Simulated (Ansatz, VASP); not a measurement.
# B2P4O13 (borophosphate glass) in two plane-wave programs, part 2 of 2

One calculation is typed for both programs; each brings its own data sets. How far apart do they land? Of the first pair: The structure shown is the start of the Ansatz relaxation below; VASP solves that cell, so the two are compared at the walk's first step.

VASP 6.6.1 and Ansatz 0.2.0.

So far. Step 3 (VASP: single point, PBE, start cell, pair 1): The run ends at a pressure of -8.24 GPa, with forces up to 6.2 eV/Å.

## (5) Ansatz: relaxation, PBE

Level of this step: Ansatz beside VASP: Kohn-Sham DFT, plane waves, PBE (Ansatz).

This run makes the geometry at which the two programs are then compared. The cell compared in this pair holds 473.88 Å³, against 510.01 Å³ for the pair before.

The structure compared here is the end of the Ansatz relaxation.

Input file input.yaml:

```yaml
crystal:
  lattice:
    - [7.9896, 0.0, 0.0]
    - [0.0, 7.9896, 0.0]
    - [0.0, 0.0, 7.9896]
  atoms:
    - { symbol: P, position: [0.502008, 0.528349, 0.483406] }
    - { symbol: P, position: [0.8911, 0.27543, 0.109132] }
    - { symbol: P, position: [0.86417, 0.520317, 0.630426] }
    - { symbol: P, position: [0.095849, 0.606107, 0.034054] }
    - { symbol: P, position: [0.544366, 0.268361, 0.914768] }
    - { symbol: P, position: [0.866643, 0.127859, 0.593302] }
    - { symbol: P, position: [0.543656, 0.886534, 0.971156] }
    - { symbol: P, position: [0.223679, 0.968643, 0.516562] }
    - { symbol: B, position: [0.262171, 0.672926, 0.714222] }
    - { symbol: B, position: [0.895107, 0.922481, 0.052382] }
    - { symbol: B, position: [0.338478, 0.741828, 0.244534] }
    - { symbol: B, position: [0.524089, 0.198535, 0.54912] }
    - { symbol: O, position: [0.041533, 0.057539, 0.516182] }
    - { symbol: O, position: [0.537749, 0.793916, 0.804821] }
    - { symbol: O, position: [0.850835, 0.577113, 0.813527] }
    - { symbol: O, position: [0.213297, 0.620065, 0.190836] }
    - { symbol: O, position: [0.41942, 0.385708, 0.994575] }
    - { symbol: O, position: [0.00461, 0.60834, 0.535449] }
    - { symbol: O, position: [0.68419, 0.109781, 0.516428] }
    - { symbol: O, position: [0.01028, 0.424833, 0.055241] }
    - { symbol: O, position: [0.995716, 0.779106, 0.049506] }
    - { symbol: O, position: [0.22745, 0.837039, 0.66135] }
    - { symbol: O, position: [0.894031, 0.321666, 0.633081] }
    - { symbol: O, position: [0.497437, 0.078401, 0.945303] }
    - { symbol: O, position: [0.855353, 0.03689, 0.764877] }
    - { symbol: O, position: [0.721224, 0.895332, 0.054427] }
    - { symbol: O, position: [0.26025, 0.873404, 0.350312] }
    - { symbol: O, position: [0.951421, 0.086959, 0.086736] }
    - { symbol: O, position: [0.687863, 0.552347, 0.546178] }
    - { symbol: O, position: [0.856161, 0.301497, 0.296098] }
    - { symbol: O, position: [0.412213, 0.817606, 0.096004] }
    - { symbol: O, position: [0.469308, 0.65577, 0.340633] }
    - { symbol: O, position: [0.495084, 0.338921, 0.434306] }
    - { symbol: O, position: [0.551314, 0.278798, 0.718826] }
    - { symbol: O, position: [0.190148, 0.617021, 0.863259] }
    - { symbol: O, position: [0.363204, 0.568061, 0.616587] }
    - { symbol: O, position: [0.723557, 0.287902, 0.000808] }
    - { symbol: O, position: [0.373787, 0.092901, 0.550736] }
  symmetry: { detect: false }
kpoints:
  mp_grid: { grid: [2, 2, 2] }
scf:
  occupations: { method: fermi_dirac, width: 0.05 }
hamiltonian:
  xc: pbe
  pseudopotentials: { kind: paw, azcp: { folder: soft_1 } }
output:
  forces: true
  stress: true
relax:
  f_tol: 0.04
  max_steps: 100
  escape_saddle: false
  cell: { stress_tol: 0.4, fix: [] }
```

Launch:

```bash
> ansatz run input.yaml --threads 4 --pin off --max-ram 14336MiB --backend cpu --events-out ev --progress --plain --runs-dir out
```

Numbers of over 12 decimals in the logs are rounded to 6 here.

The log of the run:

```text
[...]
Crystal: 38 atoms, lattice volume = 510.006 Å³
Basis set: ecut = 420 eV, 9939 PW (Γ), exchange–correlation on 108×108×108 points (8 copies of the dense FFT grid, shifted against one another)
Bands: 142, of which v1, the nominal top of the filled ones, is band 104 counted from 1 (103 counted from 0)
Symmetry: 1 space group operations
k-points: 8
[...]
- { symbol: O, position: [0.072223, 0.517987, 0.495582] }
    - { symbol: O, position: [0.648097, 0.069704, 0.577350] }
    - { symbol: O, position: [0.010977, 0.441415, -0.00109966] }
[...]
- { symbol: O, position: [0.239242, 0.606030, 0.859227] }
    - { symbol: O, position: [0.472608, 0.617455, 0.666787] }
    - { symbol: O, position: [0.735805, 0.273158, -0.065568] }
    - { symbol: O, position: [0.315351, 0.099480, 0.549584] }
[key lines of the parts left out:]
SCF converged after 6 iterations
Free energy (F): -21436.696437 eV
Fermi energy:    5.349629 eV
P = ⅓ Tr σ = -0.1035 GPa (-1.035 kbar)
```

## (6) VASP: single point, PBE, relaxed cell, pair 2

The same cell, functional, mesh and smearing now go to VASP, with its own data sets.

Input file INCAR:

```
SYSTEM = B2P4O13
PREC = Accurate
ENCUT = 600
EDIFF = 1E-06
NELM = 120
ISMEAR = -1
SIGMA = 0.05
LREAL = Auto
ALGO = Normal
GGA = PE
NBANDS = 132
LORBIT = 11
LWAVE = .FALSE.
LCHARG = .FALSE.
ISIF = 2
LASPH = .TRUE.
GGA_COMPAT = .FALSE.
EFERMI = MIDGAP
KPAR = 4
```

Input file POSCAR:

```
B2P4O13
1.0
    7.3989353537      0.0227566325     -0.0495185852
    0.0227566325      7.6418022037     -0.0404951953
   -0.0495185852     -0.0404951953      8.3817957390
P B O
8 4 26
Direct
    0.5242495132      0.5351307615      0.5055464109
    0.8928921319      0.2835717789      0.0711187616
    0.9101771112      0.5112228529      0.5946715555
    0.1119648571      0.6239303519      0.0020454449
    0.5206694489      0.2845982737      0.9435767723
    0.8476264442      0.0948825518      0.6317564860
    0.5215345234      0.9144733497      0.0135154666
    0.1944153505      0.9426204461      0.5168103665
    0.3412373798      0.7205804785      0.7577706122
    0.9048921074      0.9541556464      0.9537239666
    0.3236537264      0.7297932644      0.2605632643
    0.4817063714      0.1902727625      0.6025479265
    0.9856827822      0.0079067685      0.5045505920
    0.4466449400      0.8535468715      0.8514077023
    0.8705276236      0.6009317227      0.7471752780
    0.1986553586      0.6226227172      0.1698073869
    0.4605992730      0.4383744579      0.0320862439
    0.0722234126      0.5179869440      0.4955818963
    0.6480969188      0.0697043163      0.5773495350
    0.0109767997      0.4414146829      0.9989003388
    0.0135636943      0.7996756728      0.9903863290
    0.2100993452      0.8138878240      0.6540413671
    0.8905428318      0.2895186402      0.6421884119
    0.4570173649      0.1113715110      0.0383692416
    0.8896907780      0.9873338378      0.7802059874
    0.7274425682      0.9153766824      0.0223601691
    0.2214813157      0.8674654309      0.3496060291
    0.9955135211      0.1088242030      0.0291850423
    0.7324245959      0.5542355301      0.4772946417
    0.8329491914      0.3092440707      0.2349773087
    0.4541141246      0.8190570131      0.1573740805
    0.4317670481      0.6217732869      0.3656518312
    0.4894578232      0.3376680545      0.4975689504
    0.4612555840      0.2450098012      0.7694055938
    0.2392417740      0.6060298393      0.8592271836
    0.4726076534      0.6174553989      0.6667865638
    0.7358051964      0.2731581365      0.9344315212
    0.3153505159      0.0994800674      0.5495837404
```

Input file KPOINTS:

```
Automatic mesh
0
Gamma
2 2 2
0 0 0
```

The projector-augmented-wave data sets are P, B and O (PBE family, release 64).

Launch:

```bash
> mpirun -np 4 vasp_std
```

The log of the run:

```text
[... set-up lines as in an earlier step ...]
 entering main loop
       N       E                     dE             d eps       ncg     rms          rms(c)
DAV:   1     0.156657017989E+04    0.15666E+04   -0.12066E+05  2112   0.165E+03
DAV:   2    -0.191269442017E+03   -0.17578E+04   -0.17096E+04  2576   0.370E+02
DAV:   3    -0.310349797232E+03   -0.11908E+03   -0.11827E+03  2552   0.101E+02
DAV:   4    -0.312484943681E+03   -0.21351E+01   -0.21247E+01  2624   0.141E+01
[...]
DAV:  15    -0.278169890798E+03    0.47462E-05   -0.19043E-05  2528   0.157E-02    0.213E-02
DAV:  16    -0.278169887013E+03    0.37849E-05   -0.92577E-06  2480   0.162E-02    0.437E-03
DAV:  17    -0.278169887021E+03   -0.80508E-08   -0.44458E-06  2352   0.813E-03
   1 F= -.27816989E+03 E0= -.27816989E+03  d E =-.258787E-20
```

Parts of OUTCAR (step 6):

```text
  Total       -3.4087852     -3.4241407     -2.3382348     -0.0324020      0.0191079     -0.1442710
  in kB      -11.5249834    -11.5768999     -7.9054898     -0.1095499      0.0646031     -0.4877753
  external PRESSURE =     -10.3357910 kB  Pullay stress =       0.0000000 kB

 POSITION                                       TOTAL-FORCE (eV/Angst)
 -----------------------------------------------------------------------------------
      3.86603      4.08082      4.18976        -0.057052      0.034982     -0.115668
      6.60938      2.18444      0.54040         0.076815      0.060918     -0.059781
      6.71653      3.90330      4.91864        -0.014646     -0.040992     -0.008806
      0.84252      4.77042     -0.01367         0.012074     -0.026754     -0.007566
      3.81215      2.14848      7.87156        -0.032784      0.012814     -0.045283
      6.24241      0.71878      5.24944        -0.004195     -0.046154      0.021626
      3.87894      6.99955      0.05043         0.049794     -0.075608      0.079921
      1.43433      7.18681      4.28400        -0.002279      0.040698     -0.048259
      2.50367      5.48361      6.30540         0.008056     -0.013357     -0.009185
      6.66972      7.27344      7.91047         0.018876     -0.085021     -0.006661
      2.39840      5.57375      2.13841         0.029984     -0.023941      0.002802
      3.53861      1.44059      5.01888        -0.071099     -0.021361     -0.021038
      7.26820      0.06242      4.17991         0.039670      0.007003      0.083411
      3.28196      6.49832      7.07964         0.038935      0.031011      0.134102
[...]
-----------------------------------------------------------------------------------
    total drift:                               -0.001720     -0.004541     -0.007130

  FREE ENERGIE OF THE ION-ELECTRON SYSTEM (eV)
  ---------------------------------------------------
  free  energy   TOTEN  =      -278.1698870211 eV

  energy  without entropy=     -278.1698870211  energy(sigma->0) =     -278.16988702

[... 1 part as in an earlier step ...]

[... 2 further parts left out ...]
[key lines of the parts left out:]
E-fermi :   3.5107
```

The run ends at a pressure of -1.03 GPa, with forces up to 0.21 eV/Å.

## (7) Differences

What differs besides the data sets and the points named for the pairs above, as far as they apply: the cutoff is 420 eV in Ansatz and 600 eV in VASP (PREC = Accurate, projectors in real space); Ansatz's pressure holds a Pulay correction, VASP's none. Total energies have different zeros and are not compared.

Compared:

| quantity | Ansatz | VASP | difference |
| --- | --- | --- | --- |
| pressure (GPa) | -0.10 | -1.03 | +0.93 |
| gap on the k mesh (eV) | 4.730 | 4.687 | +0.043 |

Forces on 7 of the 38 atoms, those with the largest forces and the largest differences (eV/Å; atoms numbered as in POSCAR):

| atom | Ansatz x, y, z | VASP x, y, z |
| --- | --- | --- |
| O25 | 0.024, 0.016, -0.014 | -0.008, 0.117, -0.114 |
| O26 | -0.011, 0.002, -0.001 | -0.164, 0.022, -0.034 |
| O31 | -0.007, -0.006, 0.013 | 0.027, 0.082, -0.144 |
| O32 | 0.005, -0.006, 0.008 | 0.087, -0.071, 0.181 |
| O33 | 0.007, -0.010, 0.008 | 0.045, 0.147, 0.038 |
| O34 | 0.000, 0.010, -0.011 | 0.066, 0.031, 0.139 |
| O36 | -0.002, -0.004, 0.002 | 0.023, -0.056, -0.138 |

The forces differ by 66 meV/Å r.m.s., where the r.m.s. force is 0.010 eV/Å in Ansatz and 0.067 eV/Å in VASP: the atoms lie near their places of rest in Ansatz, so a percentage would say little (all taken over all components). A gap on the mesh is an upper bound, since the band edges may lie between its points.

## (8) What came out

| Quantity | Value |
| --- | --- |
| r.m.s. force difference (single point, PBE, start cell, pair 1) | 4.1 % of the r.m.s. force |
| r.m.s. force difference (single point, PBE, relaxed cell, pair 2) | 66 meV/Å |
| difference in pressure (single point, PBE, relaxed cell, pair 2) | 0.93 GPa |
| difference in gap on the k mesh (single point, PBE, relaxed cell, pair 2) | 0.043 eV |

In words: The r.m.s. force difference is 66 meV/Å (single point, PBE, relaxed cell, pair 2), beyond the 12 meV/Å picked in this series as the mark of a large difference. What causes the difference of the single point, PBE, start cell, pair 1 pair stays open here. What causes the difference of the single point, PBE, relaxed cell, pair 2 pair stays open here. How closely two codes agree says nothing of how well the functional describes the real material.

[Lines on the potential files, build, host, timing and source positions are cut from VASP's logs without a mark.]

[Logs are printed without paths, hosts, clocks, repeated set-up lines and the standing remarks that a program may print on its own settings, such as how far it seeks lower states.]

[Hosts, paths, dates, database ids (printed as entryN), source tags and the programs' standing remarks are cut or masked in the printed files.]
